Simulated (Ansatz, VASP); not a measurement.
## Cross-check of TiZnSe3 between VASP and Ansatz

Aim: how closely do two programs agree when they are given the same cell, functional and k mesh? The cell is generated by rule, not measured, and may not be a known phase. The two relaxations start from unlike cells of this crystal (the structure described is Ansatz's start), so only their ends are compared.

Calculated with Ansatz 0.2.0; plane waves, with VASP 6.6.1 beside it; relaxation of cell and atoms at PBE.

The structure was built from a prototype and need not be the compound's stable phase.

### Step 1. The starting structure

The structure is tetragonal, space group P4mm (No. 99). Conventional cell: a = 4.956 Å, b = 4.956 Å, c = 4.956 Å, α = 90.00°, β = 90.00°, γ = 90.00°. Nearest to Zn lie 8 Se at 3.44 to 3.50 Å. Nearest to Ti lie 6 Se at 2.34 to 2.62 Å. Nearest to Se lie 2 Ti at 2.49 Å. Nearest to Se lie 2 Ti at 2.34 to 2.62 Å. Farther neighbours and most contacts between anions are not listed.

### Step 2. Ansatz: relaxation of cell and atoms, PBE

Ansatz runs on its PAW soft_1 files.

The relaxed volume is the usual yardstick between codes: in a stiff, nearly cubic crystal its relative difference is about their pressure difference at one cell divided by the bulk modulus.

input.yaml

```yaml
crystal:
  lattice:
    - [4.9563954824, 0.0, 0.0]
    - [0.0, 4.9563954824, 0.0]
    - [0.0, 0.0, 4.9563954824]
  atoms:
    - { symbol: Zn, position: [0.0, -0.0067626504, 0.0] }
    - { symbol: Ti, position: [0.5, 0.4717536665, 0.5] }
    - { symbol: Se, position: [0.5, 0.5114504802, 0.0] }
    - { symbol: Se, position: [0.5, -0.0001811096, 0.5] }
    - { symbol: Se, position: [0.0, 0.5114504802, 0.5] }
kpoints:
  mp_grid: { grid: [8, 8, 8] }
hamiltonian:
  xc: pbe
  pseudopotentials: { kind: paw, azcp: { folder: soft_1 } }
scf:
  occupations: { method: methfessel_paxton, width: 0.2 }
output:
  forces: true
  stress: true
  eigenvalues: true
  write_density: true
  write_potential: true
  elf: true
  volumetric_format: npy
relax:
  adjacent_minimum: "off"
  f_tol: 0.002
  max_steps: 120
  cell: { stress_tol: 0.03 }
```

Started as:

```bash
$ ansatz run input.yaml --threads 4 --pin off --max-ram 16384MiB --backend cpu --events-out ev --progress --plain --runs-dir out
```

Numbers of over 12 decimals in the logs are rounded to 6 here.

The program printed:

```text
Engine: ansatz 0.2.0, aarch64-unknown-linux-gnu
Pseudopotentials: kind: paw
Pseudopotential: Zn, paw, valence charge 12, recommended cutoff 420 eV (normal), soft_1/Zn.paw.azcp
Pseudopotential: Ti, paw, valence charge 12, recommended cutoff 420 eV (normal), soft_1/Ti.paw.azcp
Pseudopotential: Se, paw, valence charge 16, recommended cutoff 420 eV (normal), soft_1/Se.paw.azcp
Functional definition: PBE
  parameter kappa = 0.804
  parameter beta = 0.066725
  exchange = pbe_x(kappa = kappa, mu = beta*pi^2/3)
  correlation = pbe_c(beta = beta)
Crystal: 5 atoms, lattice volume = 121.758 Å³
Basis set: ecut = 420 eV, 2373 PW (Γ), exchange–correlation on 72×72×72 points (8 copies of the dense FFT grid, shifted against one another)
Bands: 44, of which v1, the nominal top of the filled ones, is band 36 counted from 1 (35 counted from 0)
Symmetry: 8 space group operations
Space group: P4mm (ITA 99), of the structure as read, at distance tolerance 5.0e-5 Å
k-points: 75 of 512 (time reversal used)
Non-local potential: Zn, projectors of the file, l = 0: 2, l = 1: 2, l = 2: 3, l = 3: 1
Non-local potential: Ti, projectors of the file, l = 0: 3, l = 1: 2, l = 2: 3, l = 3: 1
Non-local potential: Se, projectors of the file, l = 0: 2, l = 1: 2, l = 2: 3, l = 3: 1
PAW form: soft (Blöchl's): semilocal exchange-correlation on the pseudo side does not see the compensation charge
PAW one-centre angular grid: Zn, 590 points (default); XC on 64 Gauss nodes
PAW one-centre angular grid: Ti, 590 points (default); XC on 64 Gauss nodes
PAW one-centre angular grid: Se, 590 points (default); XC on 64 Gauss nodes
Initial density: superposition of atomic densities (chi_scale 0.1, normalization cell, long waves kept (reshape's long-wave potential 0.00 eV rms))
Initial wavefunctions: pseudopotential atomic-orbital guess
Functional: x = pbe(κ = 0.804, μ = 0.219515), c = pbe(β = 0.066725)
SCF iter   1: F=—  HF=-22232.130148 eV  |F-HF|=—  |Δ(HF+E_count)|=         —  Δρ=1.78e-1  dr2=7.43e1  ethr=3.10e-3  ⟨swp⟩=6.0  Hψ=11639  notcnv=0
preconditioner: auto → LDOS  [metal: Δε(μ)=0.001 eV  Ē_g=7.966 eV  σ=0.200 eV  W_gap=0.01  n_scr=26 (ndim 8)  ℏωp=19.6 eV  f_vac=0.013  D(μ)=4.57/eV (n_scr^D=32)  β→1.0]
SCF iter   2: F=—  HF=-22228.428383 eV  |F-HF|=—  |Δ(HF+E_count)|=    3.70e0  S|Δr|=    0.00e0  Δρ=7.19e-2  dr2=4.24e0  ethr=3.10e-3  ⟨swp⟩=3.0  Hψ=7039  notcnv=0  defer=50
SCF iter   3: F=—  HF=-22227.814148 eV  |F-HF|=—  |Δ(HF+E_count)|=   6.14e-1  S|Δr|=    0.00e0  Δρ=4.59e-2  dr2=2.65e0  ethr=3.10e-3  ⟨swp⟩=3.1  Hψ=6471  notcnv=0  defer=154
SCF iter   4: F=—  HF=-22227.205882 eV  |F-HF|=—  |Δ(HF+E_count)|=   6.08e-1  S|Δr|=    0.00e0  Δρ=1.30e-2  dr2=3.35e-1  ethr=3.10e-3  ⟨swp⟩=2.0  Hψ=5384  notcnv=0  defer=166
SCF iter   5: F=—  HF=-22227.167662 eV  |F-HF|=—  |Δ(HF+E_count)|=   3.82e-2  S|Δr|=    0.00e0  Δρ=3.03e-3  dr2=1.93e-2  ethr=4.66e-4  ⟨swp⟩=2.0  Hψ=4241  notcnv=0  defer=158
SCF iter   6: F=—  HF=-22227.166268 eV  |F-HF|=—  |Δ(HF+E_count)|=   1.39e-3  S|Δr|=    0.00e0  Δρ=5.64e-4  dr2=4.13e-4  ethr=2.68e-5  ⟨swp⟩=2.0  Hψ=3633  notcnv=0  defer=158
SCF iter   7: F=—  HF=-22227.166221 eV  |F-HF|=—  |Δ(HF+E_count)|=   4.67e-5  S|Δr|=    0.00e0  Δρ=2.00e-4  dr2=7.04e-5  ethr=5.74e-7  ⟨swp⟩=2.0  Hψ=5696  notcnv=0  defer=158
SCF iter   8: F=—  HF=-22227.166186 eV  |F-HF|=—  |Δ(HF+E_count)|=   3.48e-5  S|Δr|=    0.00e0  Δρ=6.20e-5  dr2=8.57e-6  ethr=9.78e-8  ⟨swp⟩=2.0  Hψ=4517  notcnv=0  defer=158
SCF iter   9: F=—  HF=-22227.166186 eV  |F-HF|=—  |Δ(HF+E_count)|=   3.68e-7  S|Δr|=    0.00e0  Δρ=4.27e-5  dr2=4.16e-6  ethr=1.19e-8  ⟨swp⟩=2.3  Hψ=4942  notcnv=0  defer=158
SCF iter  10: F=-22227.166186 eV  HF=-22227.166186 eV  |F-HF|=5.91e-8  |Δ(HF+E_count)|=   3.18e-7  S|Δr|=    0.00e0  Δρ=6.77e-6  dr2=8.58e-8  ethr=1.39e-10  ⟨swp⟩=12.8  Hψ=23861  notcnv=0
SCF 1 converged in 10 iterations: F = -22227.166186 eV  dr2 = 8.58e-8
  greatest PAW one-centre occupation: 1.000 electrons in one spin orbital (limit 2), on the Se atom at site 3 (counted from 0), in its partial waves of l = 2
relax step   1: F+E_penalty+E_count = -22227.16618555 eV  Δ(F+E_penalty+E_count) = +0.000e0 eV  max|allowed force component| = 4.063e-1 eV/Å  Δτ_max = 0.0000 Å  P = +0.201 GPa  Ω = 121.758 Å³  (10 SCF iters, dr2 threshold 1.00e-7 eV, accepted)
[...]
relax step  29: F+E_penalty+E_count = -22228.62664319 eV  Δ(F+E_penalty+E_count) = +1.788e-5 eV  max|allowed force component| = 1.018e-4 eV/Å  Δτ_max = 0.0016 Å  P = -0.000 GPa  Ω = 155.364 Å³  energy of the carried Pulay correction = -4.205e-5 eV  (10 SCF iters, accepted)
[...]
relax step  30: F+E_penalty+E_count = -22228.62669004 eV  Δ(F+E_penalty+E_count) = -4.685e-5 eV  max|allowed force component| = 9.810e-5 eV/Å  Δτ_max = 0.0000 Å  P = -0.000 GPa  Ω = 155.364 Å³  stress off target by 4.09e-4 GPa  SCF on the basis re-selected at this cell (its energy is not comparable with the rows above)  (9 SCF iters)
basis re-selected at this cell: Δ(F+E_penalty+E_count) = -4.685e-5 eV, ΔP = -0.000 GPa vs the last step (what re-selecting the basis moved, of the pressure what is left beyond the Pulay correction that the steps carried, after the strain that the cell walked since its last selection, with what the two solves' SCF thresholds leave and, on support functions, any second-order correction that the steps lacked; it is no m [...]
SCF converged after 9 iterations
Stability not checked: this state was not tested for a lower state beside it, because cold or Methfessel-Paxton smearing, or corrected tetrahedra, fill the levels in a way that the test cannot read (fill_not_monotonic; see scf.lower_state_search)
Free energy (F): -22228.626690 eV
Harris-Foulkes:  -22228.626690 eV  (|F-HF|=9.09e-11)
Internal energy: -22228.630680 eV  (E = F + TS)
E sigma→0 (E₀):  -22228.627688 eV
Entropy (-TS):   0.003990 eV (0.798 meV/atom)
Fermi energy:    4.472952 eV
Step filling:    the computed levels leave a gap of 0.2600 eV = 1.3 smearing widths at the electron count; against every level under it full and every level over it empty, smearing changes F+E_penalty+E_count by +2.122 meV and its σ→0 estimate by +1.125 meV
--- Per-component energies (eV) ---
  E_band       = -1596.520475
  E_kinetic    = 756.412263
  E_local      = -13960.931285  (includes V_loc(G=0)·N_el)
  E_nonlocal   = -181.243805
  E_hartree    = 6705.943676
  E_xc         = -447.621758
  E_vxc        = -464.294853  (∫ρ·V_xc dr)
  E_paw        = -9330.310859  (= ΣΔE_a)
  E_vpaw       = -1158.348543  (= ΣTr[D̂ρ^β])
  E_aug_tail   = -0.001406  (compensation charges beyond the density's cutoff)
  E_ewald      = -5770.877507
  E_smearing   = 0.003990  (= −TS)
  E_closure    = -0.000000  (closes the sum)
  Σ components = -22228.626690   (vs F -22228.626690, Δ=0.00e0)
--- Forces (eV/Å), atoms counted from 1 ---
  atom   1  Zn    -0.00000000    -0.00009797    -0.00000000
  atom   2  Ti    -0.00000000    -0.00001207     0.00000000
  atom   3  Se     0.00000000     0.00007049     0.00000000
  atom   4  Se     0.00000000    -0.00003028     0.00000000
  atom   5  Se    -0.00000000     0.00007049    -0.00000000
  max |Σ_I F_I| component: 6.72e-7 eV/Å
--- Stress (GPa, compression-positive) ---
       -0.000409       0.000000       0.000000
        0.000000      -0.000064      -0.000000
        0.000000      -0.000000      -0.000409
  P = ⅓ Tr σ = -0.0003 GPa (-0.003 kbar)
--- Band table (eV; the first three rows and the last of 75) ---
  k-point 0: bands = [... 32 lower, 2.9257, 2.9257, 3.4459, 3.4459, 3.9689, 4.8802, 6.5131, 6.8775, ... 4 higher]
  k-point 1: bands = [... 32 lower, 2.8882, 2.9474, 3.3141, 3.3986, 4.5660, 5.0302, 6.1761, 6.8692, ... 4 higher]
  k-point 2: bands = [... 32 lower, 2.7919, 2.9371, 3.1454, 3.3681, 5.2932, 5.5728, 5.8000, 6.7202, ... 4 higher]
  k-point 74: bands = [... 32 lower, 2.6053, 3.8786, 3.8786, 4.6927, 4.8438, 5.9612, 5.9612, 6.4802, ... 4 higher]
--- Relaxed structure (27 steps of the walk, 25 accepted, 3 SCFs on fresh bases) ---
  F+E_penalty+E_count = -22228.62669004 eV   max|allowed force component| = 9.810e-5 eV/Å   (the final SCF, on the basis selected at the relaxed cell)
  cell:  # Å, volume = 155.3643 Å³
    - [4.964891, 0, 0]
    - [0, 6.302776, 0.0]
    - [0, 0.0, 4.964891]
  atoms:
    - { symbol: Zn, position: [0, -0.308620, 0] }
    - { symbol: Ti, position: [0.5, 0.464866, 0.5] }
    - { symbol: Se, position: [0.5, 0.608767, 0.0] }
    - { symbol: Se, position: [0.5, 0.113931, 0.5] }
    - { symbol: Se, position: [0, 0.608767, 0.5] }
```

### Step 3. VASP: relaxation of cell and atoms, PBE

Its own start cell and the same functional, mesh and smearing now go to VASP, with its own data sets.

Lines of VASP's logs that name or quote its potential files are left out, and so is its time.

INCAR

```
SYSTEM = TiZnSe3
PREC = Accurate
ENCUT = 500
EDIFF = 1E-07
NELM = 120
ISMEAR = 1
SIGMA = 0.2
LREAL = .FALSE.
ALGO = Normal
GGA = PE
NBANDS = 27
LASPH = .TRUE.
LORBIT = 11
LWAVE = .FALSE.
LCHARG = .FALSE.
ISIF = 3
IBRION = 2
NSW = 80
EDIFFG = -0.005
GGA_COMPAT = .FALSE.
NELMIN = 4
KPAR = 2
```

POSCAR

```
TiZnSe3
1.0
    4.9710337840      0.0000000000      0.0000000000
    0.0000000000      6.1335584751      0.0000000000
    0.0000000000      0.0000000000      4.9710337840
Zn Ti Se
1 1 3
Direct
    0.0000000000      0.6969253491      0.0000000000
    0.5000001009      0.4650787010      0.5000001009
    0.5000001009      0.6108956242      0.0000000000
    0.5000001009      0.1039158301      0.5000001009
    0.0000000000      0.6108956242      0.5000001009
```

KPOINTS

```
Automatic mesh
0
Gamma
8 8 8
0 0 0
```

PAW data sets: Zn, Ti_sv and Se (PBE family, release 64).

Started as:

```bash
$ mpirun -np 2 vasp_std
```

The program printed:

```text
[banner, memory and clock lines left out]
running    2 mpi-ranks, on    1 nodes
 distrk:  each k-point on    1 cores,    2 groups
 distr:  one band on    1 cores,    1 groups

 POSCAR found type information on POSCAR ZnTiSe
 POSCAR found :  3 types and       5 ions
 LDA part: xc-table for (Slater+PW92), standard interpolation
 POSCAR, INCAR and KPOINTS ok, starting setup
 FFT: planning ... GRIDC
 FFT: planning ... GRID_SOFT
 FFT: planning ... GRID
 WAVECAR not read
 entering main loop
       N       E                     dE             d eps       ncg     rms          rms(c)
DAV:   1     0.360263250313E+03    0.36026E+03   -0.19086E+04  4058   0.148E+03
DAV:   2     0.234658023523E+02   -0.33680E+03   -0.32879E+03  4277   0.375E+02
DAV:   3    -0.229254003626E+02   -0.46391E+02   -0.45548E+02  6196   0.128E+02
DAV:   4    -0.259396754282E+02   -0.30143E+01   -0.30030E+01  5783   0.274E+01
DAV:   5    -0.261259284091E+02   -0.18625E+00   -0.18622E+00  5868   0.491E+00    0.128E+01
DAV:   6    -0.252548734255E+02    0.87105E+00   -0.41427E+01  5412   0.484E+01    0.188E+01
DAV:   7    -0.228173499789E+02    0.24375E+01   -0.55232E+01  5327   0.390E+01    0.706E+00
DAV:   8    -0.221521338824E+02    0.66522E+00   -0.22119E+00  4425   0.111E+01    0.246E+00
DAV:   9    -0.221197832996E+02    0.32351E-01   -0.92595E-01  6139   0.517E+00    0.171E+00
DAV:  10    -0.220956805299E+02    0.24103E-01   -0.26275E-01  4767   0.303E+00    0.349E-01
DAV:  11    -0.220961858246E+02   -0.50529E-03   -0.93330E-03  4728   0.713E-01    0.188E-01
DAV:  12    -0.220966586650E+02   -0.47284E-03   -0.22458E-03  5685   0.250E-01    0.861E-02
DAV:  13    -0.220968120949E+02   -0.15343E-03   -0.23716E-04  4972   0.992E-02    0.685E-02
DAV:  14    -0.220968029360E+02    0.91589E-05   -0.50318E-04  4754   0.114E-01    0.165E-02
DAV:  15    -0.220968048347E+02   -0.18987E-05   -0.17612E-05  4586   0.260E-02    0.852E-03
DAV:  16    -0.220968091058E+02   -0.42711E-05   -0.54865E-06  4312   0.106E-02    0.576E-03
DAV:  17    -0.220968093686E+02   -0.26277E-06   -0.18468E-06  4614   0.944E-03    0.120E-03
DAV:  18    -0.220968094449E+02   -0.76301E-07   -0.12650E-07  3438   0.263E-03
   1 F= -.22096809E+02 E0= -.22098124E+02  d E =-.220968E+02
[... from here on, the cycles between the ionic steps are left out ...]
   2 F= -.22096911E+02 E0= -.22098229E+02  d E =-.101304E-03
   3 F= -.22096911E+02 E0= -.22098229E+02  d E =-.101342E-03
  16 F= -.22098151E+02 E0= -.22099559E+02  d E =-.111593E-03
  17 F= -.22098264E+02 E0= -.22099675E+02  d E =-.224840E-03
  18 F= -.22098298E+02 E0= -.22099707E+02  d E =-.340677E-04
  19 F= -.22098310E+02 E0= -.22099720E+02  d E =-.462117E-04
  20 F= -.22098337E+02 E0= -.22099743E+02  d E =-.266729E-04
  21 F= -.22098338E+02 E0= -.22099743E+02  d E =-.275339E-04
  22 F= -.22098357E+02 E0= -.22099757E+02  d E =-.194879E-04
  23 F= -.22098399E+02 E0= -.22099782E+02  d E =-.617224E-04
  24 F= -.22098409E+02 E0= -.22099759E+02  d E =-.715441E-04
  25 F= -.22098417E+02 E0= -.22099781E+02  d E =-.796098E-04
 curvature:  -3.93 expect dE=-0.264E-03 dE for cont linesearch -0.805E-08
 trial: gam= 0.95924 g(F)=  0.108E-04 g(S)=  0.564E-04 ort = 0.709E-06 (trialstep = 0.570E+00)
 search vector abs. value=  0.295E-03
 bond charge predicted
       N       E                     dE             d eps       ncg     rms          rms(c)
DAV:   1    -0.220986622333E+02   -0.24499E-03   -0.19495E-02  4414   0.111E+00    0.125E-01
DAV:   2    -0.220987385222E+02   -0.76289E-04   -0.38394E-03  4563   0.535E-01    0.116E-01
DAV:   3    -0.220984660613E+02    0.27246E-03   -0.16984E-03  5073   0.228E-01    0.406E-02
DAV:   4    -0.220984427590E+02    0.23302E-04   -0.90082E-05  4319   0.672E-02    0.126E-02
DAV:   5    -0.220984415843E+02    0.11747E-05   -0.17953E-05  6367   0.230E-02    0.848E-03
DAV:   6    -0.220984416910E+02   -0.10669E-06   -0.14241E-06  4684   0.779E-03    0.480E-03
DAV:   7    -0.220984415137E+02    0.17730E-06   -0.16233E-06  6350   0.604E-03    0.184E-03
DAV:   8    -0.220984414940E+02    0.19680E-07   -0.98689E-08  2331   0.227E-03
  26 F= -.22098441E+02 E0= -.22099793E+02  d E =-.242532E-04
 trial-energy change:   -0.000024  1 .order   -0.000026   -0.000039   -0.000013
 step:   0.8623(harm=  0.8623)  dis= 0.00086  next Energy=   -22.098447 (dE=-0.293E-04)
 reached required accuracy - stopping structural energy minimisation
```

(Continued in part 2 of 2.)

[Lines on the potential files, build, host, timing and source positions are cut from VASP's logs without a mark.]

[Logs are printed without paths, hosts, clocks, repeated set-up lines and the standing remarks that a program may print on its own settings, such as how far it seeks lower states.]

[Hosts, paths, dates, database ids (printed as entryN), source tags and the programs' standing remarks are cut or masked in the printed files.]
